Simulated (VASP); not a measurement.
Given:

```yaml
crystal:
  lattice:
    - [5.50203, 0.00000, 0.00000]
    - [0.00000, 5.50203, 0.00000]
    - [0.00000, 0.00000, 5.50203]
  atoms:
    - { symbol: Zn, position: [0.00000, 0.50000, 0.50000] }
    - { symbol: Zn, position: [0.50000, 0.00000, 0.50000] }
    - { symbol: Zn, position: [0.50000, 0.50000, 0.00000] }
    - { symbol: Cd, position: [0.00000, 0.00000, 0.00000] }
    - { symbol: S, position: [0.26274, 0.26274, 0.26274] }
    - { symbol: S, position: [0.26274, 0.73726, 0.73726] }
    - { symbol: S, position: [0.73726, 0.73726, 0.26274] }
    - { symbol: S, position: [0.73726, 0.26274, 0.73726] }
```

Computed with r2SCAN meta-GGA, VASP's PBE PAW potentials (set 64) (plane waves; VASP). Run with 400 eV cut-off, 5×5×5 Γ-centred mesh, tetrahedra with Blöchl corrections, potentials Zn Cd S.

Q: What does the run give for the energy per atom (σ→0), band gap (over mesh and band path) with the smallest direct gap where there is one?

A: 
The band gap (over mesh and band path) is 2.32 eV, the smallest direct gap (over mesh and band path) comes out as 2.32 eV and the energy per atom (σ→0) is -1038.7 kJ/mol of atoms.

The absolute energy has meaning only against runs of the same code, potentials and settings.

The structure comes from a computed database's Zn3CdS4 entry (P-43m); how it stands against other phases isn't given here. It was relaxed first.
